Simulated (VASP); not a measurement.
The input files of a VASP run:

### POSCAR
```
Os
1.0
  1.4078663946  -2.4384957540   0.0000000000
  1.4078663946   2.4384957540   0.0000000000
  0.0000000000   0.0000000000   4.4361294863
Os
2
Cart
  1.4078663946   0.8128335437   1.1090323716
  1.4078663946  -0.8128335437   3.3270971147
```

**KPOINTS**
```
kpoints
0
gamma
  15 15 9
0 0 0
```

### INCAR
```
ALGO=Normal
EDIFF=1E-7
EDIFFG=-0.01
ENCUT=520
GGA=RE
IBRION=2
ISIF=4
ISMEAR=1
LASPH=.TRUE.
LCHARG=.FALSE.
LMAXMIX=6
LREAL=.FALSE.
LWAVE=.FALSE.
NELM=100
NSW=30
PREC=Accurate
SIGMA=0.1
SYSTEM=Os
```

POTCAR, in this order: Os (PBE.64 set). Program: vasp_std.

Task: Write an equivalent input for Quantum ESPRESSO's pw.x.

Result: One equivalent input (not run):
```
&CONTROL
  calculation = 'vc-relax'
  pseudo_dir = './pseudo'
  outdir = './out'
  tprnfor = .true.
  tstress = .true.
  nstep = 30
  forc_conv_thr = 0.00039
/
&SYSTEM
  ibrav = 0
  nat = 2
  ntyp = 1
  ecutwfc = 74
  occupations = 'smearing'
  smearing = 'methfessel-paxton'
  degauss = 0.00735
  input_dft = 'revpbe'
/
&ELECTRONS
  conv_thr = 7.3e-09
  electron_maxstep = 100
/
&IONS
/
&CELL
  cell_dofree = 'shape'
/
ATOMIC_SPECIES
  Os 190.230 Os.upf
CELL_PARAMETERS angstrom
     1.4078664   -2.4384958    0.0000000
     1.4078664    2.4384958    0.0000000
     0.0000000    0.0000000    4.4361295
ATOMIC_POSITIONS crystal
  Os   0.3333330  0.6666670  0.2500000
  Os   0.6666670  0.3333330  0.7500000
K_POINTS automatic
  15 15 9 0 0 0
```
Limits of the translation: the potentials are each code's own (VASP's PAW set, PseudoDojo norm-conserving files in pw.x), so ENCUT and ecutwfc are chosen apart and not converted; conv_thr bounds pw.x's estimated SCF error, while EDIFF bounds the energy change between steps; forc_conv_thr acts on force components and is met together with etot_conv_thr.

The compound is Os in the hcp structure. This cell is one point of a volume scan, at 1.06 of the reference volume. Symmetry was kept, so distortions that lower it aren't found.
